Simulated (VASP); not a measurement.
Output of a VASP run:

**OUTCAR**
```
 ion  position               nearest neighbor table
   1  0.750  0.250  0.500-   2 2.71   2 2.71   2 2.71   2 2.71   2 3.31   2 3.31   2 3.31   2 3.31
  LATTYP: Found a body centered tetragonal cell.
 ALAT       =     5.2506067630
 C/A-ratio  =     0.5127156679
 Subroutine PRICEL returns:
 Original cell was already a primitive cell.
 Subroutine GETGRP returns: Found 16 space group operations
The static configuration has the point symmetry D_2d.
 The point group associated with its full space group is D_4h.
The dynamic configuration has the point symmetry D_2d.
 Subroutine INISYM returns: Found 16 space group operations
 Subroutine IBZKPT returns following result:
 Found    244 irreducible k-points:

 Following reciprocal coordinates:
            Coordinates               Weight
  0.000000  0.000000  0.000000      1.000000
  0.071429  0.000000 -0.000000      8.000000
  0.142857  0.000000  0.000000      8.000000
  0.214286  0.000000 -0.000000      8.000000
  0.285714  0.000000 -0.000000      8.000000
  0.357143  0.000000 -0.000000      8.000000
  0.428571  0.000000 -0.000000      8.000000
  0.500000  0.000000 -0.000000      4.000000
  0.071429  0.071429  0.000000      8.000000
  0.142857  0.071429 -0.000000     16.000000
  0.214286  0.071429  0.000000     16.000000
  0.285714  0.071429  0.000000     16.000000
  0.357143  0.071429 -0.000000     16.000000
  0.428571  0.071429 -0.000000     16.000000
  0.500000  0.071429 -0.000000     16.000000
 -0.428571  0.071429  0.000000     16.000000
 -0.357143  0.071429  0.000000     16.000000
 -0.285714  0.071429  0.000000     16.000000
 -0.214286  0.071429  0.000000     16.000000
 -0.142857  0.071429  0.000000     16.000000
 -0.071429  0.071429  0.000000      4.000000
  0.142857  0.142857  0.000000      8.000000
  0.214286  0.142857  0.000000     16.000000
  0.285714  0.142857  0.000000     16.000000
  0.357143  0.142857  0.000000     16.000000
  0.428571  0.142857  0.000000     16.000000
  0.500000  0.142857 -0.000000     16.000000
 -0.428571  0.142857  0.000000     16.000000
 -0.357143  0.142857  0.000000     16.000000
 -0.285714  0.142857  0.000000     16.000000
 -0.214286  0.142857  0.000000     16.000000
 -0.142857  0.142857  0.000000      4.000000
  0.214286  0.214286 -0.000000      8.000000
  0.285714  0.214286  0.000000     16.000000
  0.357143  0.214286 -0.000000     16.000000
  0.428571  0.214286  0.000000     16.000000
  0.500000  0.214286 -0.000000     16.000000
 -0.428571  0.214286  0.000000     16.000000
 -0.357143  0.214286  0.000000     16.000000
 -0.285714  0.214286  0.000000     16.000000
   k-points           NKPTS =    244   k-points in BZ     NKDIM =    244   number of bands    NBANDS=     15
   number of dos      NEDOS =    301   number of ions     NIONS =      2
   total plane-waves  NPLWV =  21952
   dimension x,y,z NGX =    28 NGY =   28 NGZ =   28
   dimension x,y,z NGXF=    56 NGYF=   56 NGZF=   56
   ions per type =               2
   PREC   = accura    normal or accurate (medium, high low for compatibility)
   ISTART =      0    job   : 0-new  1-cont  2-samecut
   ICHARG =      2    charge: 1-file 2-atom 10-const
   ISPIN  =      1    spin polarized calculation?
   LNONCOLLINEAR =      F non collinear calculations
   LSORBIT =      F    spin-orbit coupling
   INIWAV =      1    electr: 0-lowe 1-rand  2-diag
   ENCUT  =  400.0 eV  29.40 Ry    5.42 a.u.   6.44  6.44  6.44*2*pi/ulx,y,z
   NELM   =    100;   NELMIN=  2; NELMDL= -5     # of ELM steps
   EDIFF  = 0.1E-05   stopping-criterion for ELM
   LREAL  =      F    real-space projection
   NLSPLINE    = F    spline interpolate recip. space projectors
   LMAXMIX     =    6 max onsite mixed and CHGCAR
   VOSKOWN=      0    Vosko Wilk Nusair interpolation
   EDIFFG = -.1E-01   stopping-criterion for IOM
   NSW    =     60    number of steps for IOM
   NBLOCK =      1;   KBLOCK =     60    inner block; outer block
...
```

File OSZICAR:
```
...
DAV:   4    -0.816601418045E+01   -0.51562E-02   -0.51560E-02  8685   0.194E+00
DAV:   5    -0.816606678292E+01   -0.52602E-04   -0.52603E-04  9070   0.201E-01    0.120E+01
DAV:   6    -0.749780689278E+01    0.66826E+00   -0.18392E+00  7684   0.125E+01    0.770E+00
DAV:   7    -0.746068399138E+01    0.37123E-01   -0.97039E-02  8748   0.274E+00    0.385E+00
DAV:   8    -0.745442567054E+01    0.62583E-02   -0.35865E-03  7817   0.539E-01    0.297E-01
DAV:   9    -0.745441862428E+01    0.70463E-05   -0.24062E-05  9385   0.435E-02    0.186E-02
DAV:  10    -0.745442929938E+01   -0.10675E-04   -0.32494E-06  8120   0.181E-02    0.208E-03
DAV:  11    -0.745442924812E+01    0.51255E-07   -0.68431E-08  4857   0.216E-03
   1 F= -.74544292E+01 E0= -.74543529E+01  d E =-.745443E+01
       N       E                     dE             d eps       ncg     rms          rms(c)
DAV:   1    -0.748421557789E+01   -0.29786E-01   -0.10286E+00  7782   0.866E+00    0.924E-01
DAV:   2    -0.746002608426E+01    0.24189E-01   -0.41025E-02  8041   0.190E+00    0.421E-01
DAV:   3    -0.745551177330E+01    0.45143E-02   -0.64329E-03  8139   0.675E-01    0.230E-01
DAV:   4    -0.745497569457E+01    0.53608E-03   -0.12903E-03  8244   0.290E-01    0.453E-02
DAV:   5    -0.745498307278E+01   -0.73782E-05   -0.73560E-05  8573   0.722E-02    0.188E-02
DAV:   6    -0.745498045954E+01    0.26132E-05   -0.69898E-06  7936   0.245E-02    0.421E-03
DAV:   7    -0.745498037492E+01    0.84614E-07   -0.43513E-07  3968   0.593E-03
   2 F= -.74549804E+01 E0= -.74549629E+01  d E =-.551127E-03
       N       E                     dE             d eps       ncg     rms          rms(c)
DAV:   1    -0.746109108757E+01   -0.61106E-02   -0.18991E-01  7747   0.371E+00    0.396E-01
DAV:   2    -0.745665479239E+01    0.44363E-02   -0.76720E-03  8013   0.813E-01    0.177E-01
DAV:   3    -0.745582239804E+01    0.83239E-03   -0.11672E-03  8146   0.288E-01    0.944E-02
DAV:   4    -0.745572794805E+01    0.94450E-04   -0.23900E-04  8223   0.125E-01    0.195E-02
DAV:   5    -0.745573001475E+01   -0.20667E-05   -0.12075E-05  8440   0.293E-02    0.765E-03
DAV:   6    -0.745572988911E+01    0.12564E-06   -0.10078E-06  4206   0.944E-03
   3 F= -.74557299E+01 E0= -.74556684E+01  d E =-.130064E-02
       N       E                     dE             d eps       ncg     rms          rms(c)
DAV:   1    -0.746028864846E+01   -0.45586E-02   -0.96784E-02  7600   0.298E+00    0.399E-01
DAV:   2    -0.745602132676E+01    0.42673E-02   -0.10888E-02  7705   0.983E-01    0.154E-01
DAV:   3    -0.745577625432E+01    0.24507E-03   -0.60350E-04  8230   0.219E-01    0.113E-01
DAV:   4    -0.745575709159E+01    0.19163E-04   -0.10047E-04  7985   0.804E-02    0.856E-03
DAV:   5    -0.745575777492E+01   -0.68333E-06   -0.71327E-06  8195   0.241E-02
   4 F= -.74557578E+01 E0= -.74557141E+01  d E =-.278858E-04
       N       E                     dE             d eps       ncg     rms          rms(c)
DAV:   1    -0.745669768870E+01   -0.94060E-03   -0.18325E-02  7600   0.130E+00    0.176E-01
DAV:   2    -0.745588170866E+01    0.81598E-03   -0.20778E-03  7719   0.431E-01    0.685E-02
DAV:   3    -0.745583211923E+01    0.49589E-04   -0.11702E-04  8195   0.968E-02    0.505E-02
DAV:   4    -0.745582491407E+01    0.72052E-05   -0.18939E-05  8006   0.349E-02    0.390E-03
DAV:   5    -0.745582483858E+01    0.75488E-07   -0.13902E-06  4220   0.108E-02
   5 F= -.74558248E+01 E0= -.74557727E+01  d E =-.949495E-04
```

File OUTCAR:
```
------------------------ aborting loop because EDIFF is reached ----------------------------------------
  FORCE on cell =-STRESS in cart. coord.  units (eV):
  Direction    XX          YY          ZZ          XY          YZ          ZX
  --------------------------------------------------------------------------------------
  Total       -0.0040993     -0.0040993     -0.0108764      0.0000000      0.0000000      0.0000000
  in kB       -0.1766665     -0.1766665     -0.4687415      0.0000000      0.0000000      0.0000000
  external PRESSURE =      -0.2740248 kB  Pullay stress =       0.0000000 kB
  volume of cell :       37.18
      direct lattice vectors                 reciprocal lattice vectors
    -2.619963086  2.619963086  1.353980181     0.000000000  0.190842383  0.369281624
     2.619963086 -2.619963086  1.353980181     0.190842383  0.000000000  0.369281624
     2.619963086  2.619963086 -1.353980181     0.190842383  0.190842383  0.000000000
 POSITION                                       TOTAL-FORCE (eV/Angst)
 -----------------------------------------------------------------------------------
      0.00000      2.61996      0.67699        -0.000000     -0.000000      0.000000
      0.00000      0.00000      0.00000         0.000000      0.000000     -0.000000
 -----------------------------------------------------------------------------------
    total drift:                               -0.000000      0.000000      0.000000
  FREE ENERGIE OF THE ION-ELECTRON SYSTEM (eV)
  ---------------------------------------------------
  free  energy   TOTEN  =        -7.4558248386 eV

  energy  without entropy=       -7.4556683106  energy(sigma->0) =       -7.45577266

 reached required accuracy - stopping structural energy minimisation
```
(Selected blocks of OUTCAR.)

POSCAR:
```
Au
1
   -2.6253033815     2.6253033815     1.3460341768
    2.6253033815    -2.6253033815     1.3460341768
    2.6253033815     2.6253033815    -1.3460341768
Au
2
Direct
  0.7500000000   0.2500000000   0.5000000000
  0.0000000000   0.0000000000   0.0000000000
```

Question: Write an INCAR and KPOINTS that could have produced this output.

Answer: Several could match; the one computed here: the input of the run itself, PBEsol GGA, plane waves, VASP's PBE PAW potentials (set 64).

**INCAR**
```
SYSTEM=Au
PREC=Accurate; ENCUT=400; LREAL=F
LASPH=T
EDIFF=1E-6; NELM=100; ALGO=Normal
LMAXMIX=6
ISMEAR=1; SIGMA=0.1
GGA=PS
IBRION=2; NSW=60; ISIF=3
EDIFFG=-0.01
LWAVE=F; LCHARG=F
```

File KPOINTS:
```
Automatic mesh
0
Gamma
14 14 14
0 0 0
```

POTCAR, in this order: Au (PBE.64 set). Program: vasp_std.

The structure was generated: Au was put into the beta-Sn type (I4_1/amd), which need not be its known phase. This run relaxes it. Symmetry was kept, so distortions that lower it aren't found. The start is the result of an earlier pass.
